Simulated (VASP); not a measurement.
Here is a VASP 6.6.1 calculation.

File INCAR:

```
SYSTEM = HgTe
PREC     = Accurate       ! precision mode
ENCUT    = 600            ! plane-wave cutoff, eV
EDIFF    = 1E-7           ! SCF threshold, eV
ISMEAR   = 0              ! smearing method
SIGMA    = 0.03           ! smearing width, eV
LREAL    = .FALSE.        ! projectors in reciprocal space
LASPH    = .TRUE.         ! aspherical terms in the spheres
NELM     = 80             ! most SCF steps
ALGO     = Normal         ! electronic algorithm
ISIF     = 3              ! what is computed and relaxed
LWAVE    = .FALSE.        ! write WAVECAR
LCHARG   = .FALSE.        ! write CHGCAR
GGA      = PS             ! functional
IBRION   = 2              ! ionic algorithm
NSW      = 90             ! ionic steps
EDIFFG   = -0.005         ! ionic threshold
KPAR     = 4
```

File KPOINTS:

```
regular mesh
0
G
  10 10 10
  0 0 0
```

Contents of POSCAR:

```
HgTe                                    
1.0
    0.0000000000      3.2580088205      3.2580088205
    3.2580088205      0.0000000000      3.2580088205
    3.2580088205      3.2580088205     -0.0000000000
  Hg              Te            
     1     1
Direct
     0.0000000000000000    0.0000000000000000    0.0000000000000000
     0.2500000000000000    0.2500000000000000    0.2500000000000000
```

Potentials or basis: VASP PAW PBE potentials, release 64 (Hg, Te).

Command:

```console
$ cat potpaw_PBE.64/Hg/POTCAR potpaw_PBE.64/Te/POTCAR > POTCAR
$ mpirun -np 4 vasp_std > vasp.out
```

Question: Predict the band gap on the k mesh.

Answer: None (metal or under the smearing width).

Final structure:
```
Hg Te
1.0
     0.00000    3.25801    3.25801
     3.25801    0.00000    3.25801
     3.25801    3.25801    0.00000
Hg Te
1 1
Direct
  0.00000 0.00000 0.00000
  0.25000 0.25000 0.25000
```

Caveat: the relaxation stopped at its first step, so nothing moved. The run has no spin-orbit coupling, so splittings on Hg, Te are missing.
